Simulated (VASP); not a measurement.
A convergence study with VASP on BAs (zinc blende): one setting is varied, all else stays as given below, so the limit is that of these other settings.

```
CELL_PARAMETERS angstrom
      0.00000     2.39000     2.39000
      2.39000     0.00000     2.39000
      2.39000     2.39000     0.00000
ATOMIC_POSITIONS crystal
  B  0.00000 0.00000 0.00000
  As 0.25000 0.25000 0.25000
```

These are PBEsol GGA, VASP's PBE PAW potentials (set 64) (plane waves; VASP 6.6.1) values and carry that method's errors. The tightest run used: 700 eV cut-off, 15×15×15 Monkhorst-Pack mesh, Gaussian smearing of 0.050 eV, potentials B As.

Question: The settings run are 1×1×1 mesh; 2×2×2 mesh; 3×3×3 mesh; 4×4×4 mesh; 5×5×5 mesh; 6×6×6 mesh; 7×7×7 mesh; 8×8×8 mesh; 9×9×9 mesh; 10×10×10 mesh; 11×11×11 mesh; 12×12×12 mesh; 13×13×13 mesh; 14×14×14 mesh; 15×15×15 mesh. From which on does the stress (every component) stay within 0.2 GPa of the tightest run?

Answer: From 4×4×4 mesh on: it is off by 0.02 there and by no more than 0.2 in any finer run, while 3×3×3 mesh is off by 2.35.
| setting | E (eV/atom) | pressure (GPa) | irreducible k-points | difference judged (GPa) |
|---|---|---|---|---|
| 1×1×1 mesh | 5.2768 | 105.42 | 1 | 105.61 |
| 2×2×2 mesh | -6.0279 | -0.11 | 2 | 0.08 |
| 3×3×3 mesh | -5.7755 | 2.15 | 4 | 2.35 |
| 4×4×4 mesh | -6.1023 | -0.22 | 10 | 0.02 |
| 5×5×5 mesh | -6.0736 | -0.04 | 10 | 0.16 |
| 6×6×6 mesh | -6.1029 | -0.20 | 28 | 0.00 |
| 7×7×7 mesh | -6.0993 | -0.19 | 20 | 0.01 |
| 8×8×8 mesh | -6.1029 | -0.20 | 60 | 0.00 |
| 9×9×9 mesh | -6.1024 | -0.20 | 35 | 0.00 |
| 10×10×10 mesh | -6.1029 | -0.20 | 110 | 0.00 |
| 11×11×11 mesh | -6.1028 | -0.20 | 56 | 0.00 |
| 12×12×12 mesh | -6.1029 | -0.20 | 182 | 0.00 |
| 13×13×13 mesh | -6.1029 | -0.20 | 84 | 0.00 |
| 14×14×14 mesh | -6.1029 | -0.20 | 280 | 0.00 |
| 15×15×15 mesh | -6.1029 | -0.20 | 120 | 0.00 |

Left out are rungs that failed or repeat a setting and relaxations that didn't move; long series are thinned to 24 rows.

The compound is BAs in the zinc blende structure. The cell was not relaxed at this level.
